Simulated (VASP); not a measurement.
Output of a VASP run:

**OUTCAR**
```
 ion  position               nearest neighbor table
   1  0.000  0.000  0.000-   2 2.61   2 2.61   2 2.61   2 2.61   2 2.61   2 2.61
   2  0.500  0.500  0.500-   1 2.61   1 2.61   1 2.61   1 2.61   1 2.61   1 2.61
  LATTYP: Found a face centered cubic cell.
 ALAT       =     5.2227684404
 Subroutine PRICEL returns:
 Original cell was already a primitive cell.
 Subroutine GETGRP returns: Found 48 space group operations
The static configuration has the point symmetry O_h .
The dynamic configuration has the point symmetry O_h .
 Subroutine INISYM returns: Found 48 space group operations
 Subroutine IBZKPT returns following result:
 Found     16 irreducible k-points:

 Following reciprocal coordinates:
            Coordinates               Weight
  0.000000  0.000000  0.000000      1.000000
  0.166667  0.000000  0.000000      8.000000
  0.333333  0.000000  0.000000      8.000000
  0.500000  0.000000  0.000000      4.000000
  0.166667  0.166667  0.000000      6.000000
  0.333333  0.166667  0.000000     24.000000
  0.500000  0.166667  0.000000     24.000000
 -0.333333  0.166667  0.000000     24.000000
 -0.166667  0.166667  0.000000     12.000000
  0.333333  0.333333  0.000000      6.000000
  0.500000  0.333333  0.000000     24.000000
 -0.333333  0.333333  0.000000     12.000000
  0.500000  0.500000  0.000000      3.000000
  0.500000  0.333333  0.166667     24.000000
 -0.333333  0.333333  0.166667     24.000000
 -0.333333  0.500000  0.166667     12.000000
 Subroutine IBZKPT_HF returns following result:
   k-points           NKPTS =     16   k-points in BZ     NKDIM =    216   number of bands    NBANDS=      8
   number of dos      NEDOS =    301   number of ions     NIONS =      2
   total plane-waves  NPLWV =  21952
   dimension x,y,z NGX =    28 NGY =   28 NGZ =   28
   dimension x,y,z NGXF=    56 NGYF=   56 NGZF=   56
   ions per type =               1   1
   PREC   = accura    normal or accurate (medium, high low for compatibility)
   ISTART =      1    job   : 0-new  1-cont  2-samecut
   ICHARG =      0    charge: 1-file 2-atom 10-const
   ISPIN  =      1    spin polarized calculation?
   LNONCOLLINEAR =      F non collinear calculations
   LSORBIT =      F    spin-orbit coupling
   INIWAV =      1    electr: 0-lowe 1-rand  2-diag
   ENCUT  =  520.0 eV  38.22 Ry    6.18 a.u.   6.87  6.87  6.87*2*pi/ulx,y,z
   NELM   =     60;   NELMIN=  2; NELMDL=  0     # of ELM steps
   EDIFF  = 0.1E-05   stopping-criterion for ELM
   LREAL  =      F    real-space projection
   NLSPLINE    = F    spline interpolate recip. space projectors
   LMAXMIX     =    2 max onsite mixed and CHGCAR
   VOSKOWN=      0    Vosko Wilk Nusair interpolation
   EDIFFG = 0.1E-04   stopping-criterion for IOM
   NSW    =      0    number of steps for IOM
   NBLOCK =      1;   KBLOCK =      1    inner block; outer block
   IBRION =     -1    ionic relax: 0-MD 1-quasi-New 2-CG
   NFREE  =      0    steps in history (QN), initial steepest desc. (CG)
   ISIF   =      2    stress and relaxation
   ISYM   =      3    0-nonsym 1-usesym 2-fastsym
   TEIN   =    0.0    initial temperature
   TEBEG  =    0.0;   TEEND  =   0.0 temperature during run
   SMASS  =  -3.00    Nose mass-parameter (am)
   PSTRESS=    0.0 pullay stress
   NELECT =       8.0000    total number of electrons
   EFERMI =   0.00;   METHOD = LEGACY
   ISMEAR =     0;   SIGMA  =   0.05  broadening in eV -4-tet -1-fermi 0-gaus
   IALGO  =     38    algorithm
   LDIAG  =      T    sub-space diagonalisation (order eigenvalues)
   IMIX   =      1    mixing-type and parameters
     AMIX     =   0.40;   BMIX     =  1.00
     AMIX_MAG =   1.60;   BMIX_MAG =  1.00
     AMIN     =   0.10
   GGA     = PE    functional components
   VOSKOWN =     0    Vosko Wilk Nusair interpolation
   LHFCALC =     T    Hartree Fock is set to
   NKREDX  =     1    reduce k-point grid by
   AEXX    =    0.2500 exact exchange contribution
   HFSCREEN=    0.0000 screening length (either q_TF or 0.3 A-1)
   HFRCUT  =   -1.0000 spherical cutoff for potential kernel
...
```

### OSZICAR
```
       N       E                     dE             d eps       ncg     rms          rms(c)
DAV:   1    -0.104363964429E+02   -0.10436E+02   -0.23103E-01   256   0.294E+00    0.829E-01
DAV:   2    -0.104387254010E+02   -0.23290E-02   -0.47372E-03   336   0.495E-01    0.620E-01
DAV:   3    -0.104384807334E+02    0.24467E-03   -0.15897E-04   312   0.109E-01    0.351E-01
DAV:   4    -0.104383715568E+02    0.10918E-03   -0.51868E-05   296   0.526E-02    0.196E-01
DAV:   5    -0.104383326797E+02    0.38877E-04   -0.19993E-05   320   0.333E-02    0.106E-01
DAV:   6    -0.104383181407E+02    0.14539E-04   -0.59335E-06   336   0.194E-02    0.556E-02
DAV:   7    -0.104383124633E+02    0.56774E-05   -0.19243E-06   272   0.117E-02    0.281E-02
DAV:   8    -0.104383102058E+02    0.22575E-05   -0.68920E-07   136   0.731E-03    0.142E-02
DAV:   9    -0.104383092861E+02    0.91968E-06   -0.30479E-07   128   0.548E-03
   1 F= -.10438309E+02 E0= -.10438309E+02  d E =-.551197E-14
       N       E                     dE             ncg
```

**OUTCAR**
```
------------------------ aborting loop because EDIFF is reached ----------------------------------------
  FORCE on cell =-STRESS in cart. coord.  units (eV):
  Direction    XX          YY          ZZ          XY          YZ          ZX
  --------------------------------------------------------------------------------------
  Total       -0.3526216     -0.3526216     -0.3526216      0.0000000      0.0000000      0.0000000
  in kB      -15.8627034    -15.8627034    -15.8627034      0.0000000      0.0000000      0.0000000
  external PRESSURE =     -15.8627034 kB  Pullay stress =       0.0000000 kB
  volume of cell :       35.62
      direct lattice vectors                 reciprocal lattice vectors
     0.000000000  2.611384220  2.611384220    -0.191469335  0.191469335  0.191469335
     2.611384220  0.000000000  2.611384220     0.191469335 -0.191469335  0.191469335
     2.611384220  2.611384220  0.000000000     0.191469335  0.191469335 -0.191469335
 POSITION                                       TOTAL-FORCE (eV/Angst)
 -----------------------------------------------------------------------------------
      0.00000      0.00000      0.00000         0.000000     -0.000000      0.000000
      2.61138      2.61138      2.61138        -0.000000      0.000000     -0.000000
 -----------------------------------------------------------------------------------
    total drift:                                0.000000      0.000000      0.000000
  FREE ENERGIE OF THE ION-ELECTRON SYSTEM (eV)
  ---------------------------------------------------
  free  energy   TOTEN  =       -10.4383092861 eV

  energy  without entropy=      -10.4383092861  energy(sigma->0) =      -10.43830929

  exchange ACFDT corr.  =         0.00000000  see jH, gK, PRB 81, 115126
```
(Selected blocks of OUTCAR.)

File POSCAR:
```
MgS
1
    0.0000000000     2.6113842202     2.6113842202
    2.6113842202     0.0000000000     2.6113842202
    2.6113842202     2.6113842202     0.0000000000
Mg S
1 1
Direct
  0.0000000000   0.0000000000   0.0000000000
  0.5000000000   0.5000000000   0.5000000000
```

**Question.** Write an INCAR and KPOINTS that could have produced this output.

**Answer.** Several could match; the one computed here: the input of the run itself, PBE0 hybrid, plane waves, VASP's PBE PAW potentials (set 64).

INCAR:
```
ISIF=2
ISYM=3
ALGO=Normal   ! blocked Davidson
SYSTEM=MgS
ISMEAR=0   ! Gaussian
EDIFF=1E-6   ! SCF stop (eV)
PRECFOCK=Fast
LWAVE=.FALSE.
AEXX=0.25
LCHARG=.FALSE.
GGA=PE
LREAL=.FALSE.
PREC=Accurate
ENCUT=520
SIGMA=0.05   ! width (eV)
HFRCUT=-1
LASPH=.TRUE.
LHFCALC=.TRUE.
NELM=60   ! most electronic steps
```

### KPOINTS
```
Automatic mesh
0
Gamma
6 6 6
0 0 0
```

### KPOINTS_OPT
```
named points and PBE's band edges
8
Reciprocal
  0.000000   0.000000   0.000000 1 ! GAMMA
  0.500000   0.000000   0.500000 1 ! X
  0.500000   0.500000   0.500000 1 ! L
  0.500000   0.250000   0.750000 1 ! W
  0.375000   0.375000   0.750000 1 ! K
  0.625000   0.250000   0.625000 1 ! U
  0.035710   0.000000   0.035710 1 ! near an edge
  0.464290   0.000000   0.464290 1 ! near an edge
```

POTCAR, in this order: Mg S (PBE.64 set). Program: vasp_std. Read from the step before: WAVECAR.

The compound is MgS in the rock salt structure. It was relaxed first.
